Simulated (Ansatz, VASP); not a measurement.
BiB: VASP beside Ansatz

The input POSCAR:

```
BiB
1.0
    0.0000000000      2.7448744743      2.6625282401
    2.7448744743      0.0000000000      2.6625282401
    2.7448744743      2.7448744743      0.0000000000
B Bi
1 1
Direct
    0.0000000000      0.0000000000      0.0000000000
    0.2500000000      0.2500000000      0.2500000000
```

The input INCAR.step1:

```
SYSTEM = BiB
  ALGO = Normal
  EDIFF = 1E-4
  ENCUT = 520
  GGA = PE
  ISMEAR = 0
  LASPH = .TRUE.
  LCHARG = .FALSE.
  LREAL = .FALSE.
  LWAVE = .TRUE.
  NBANDS = 16
  NELM = 60
  PREC = Accurate
  SIGMA = 0.01
```

The input INCAR.step2:

```
SYSTEM = BiB
  ALGO = Normal
  EDIFF = 1E-6
  ENCUT = 520
  ISIF = 2
  ISMEAR = 0
  ISTART = 1
  LASPH = .TRUE.
  LCHARG = .FALSE.
  LMIXTAU = .TRUE.
  LREAL = .FALSE.
  LWAVE = .FALSE.
  METAGGA = R2SCAN
  NBANDS = 16
  NELM = 60
  PREC = Accurate
  SIGMA = 0.01
```

The input KPOINTS:

```
k-points
0
G
  8 8 8
  0 0 0
```

Input for Ansatz:

```yaml
crystal:
  lattice:
    - [0.0, 2.7448744743, 2.6625282401]
    - [2.7448744743, 0.0, 2.6625282401]
    - [2.7448744743, 2.7448744743, 0.0]
  atoms:
    - { symbol: B, position: [0.0, 0.0, 0.0] }
    - { symbol: Bi, position: [0.25, 0.25, 0.25] }
kpoints:
  mp_grid: { grid: [8, 8, 8] }
  band_path:
    path:
      - [0.0, 0.0, 0.0]
      - [-0.5, -0.5, 0.0]
      - [-0.375, -0.375, 0.25]
      - [-0.375, 0.0, 0.375]
      - [0.0, 0.0, 0.5]
      - [-0.5, -0.25, 0.25]
      - [0.390625, 0.390625, 0.0]
    npoints: 1
hamiltonian:
  xc: r2scan
scf:
  occupations: { method: fixed }
  n_extra_bands: 4
output:
  forces: true
  stress: true
  eigenvalues: true
```

Change from the starting cell: uniaxial_z strain -3.0%.

Alike in both runs: task single point; functional r2SCAN; k mesh 8 × 8 × 8; no spin polarisation.

```csv
,VASP,Ansatz
version,VASP 6.6.1,Ansatz 0.2.0
potentials or method,"VASP PAW PBE potentials, release 64 (B, Bi_d)","plane waves, PAW"
plane-wave cutoff (eV),520,500
occupations,"gaussian, width 0.01 eV",fixed
valence electrons in the cell,18,18
```

Ansatz gave:

* gap on the k mesh at the Fermi level (eV): 0.43
* pressure (GPa): 2.6
* largest component of the traceless stress (GPa): 1.97

Q: Estimate VASP's values.

A: gap on the k mesh at the Fermi level (eV): 0.44; pressure (GPa): 2.5; largest component of the traceless stress (GPa): 1.98.

Caveats: the PAW data sets were made with another functional, which shifts forces and pressure a little (VASP); spin-orbit coupling is left out, which as a rule narrows the gap of such compounds by several tenths of an eV.
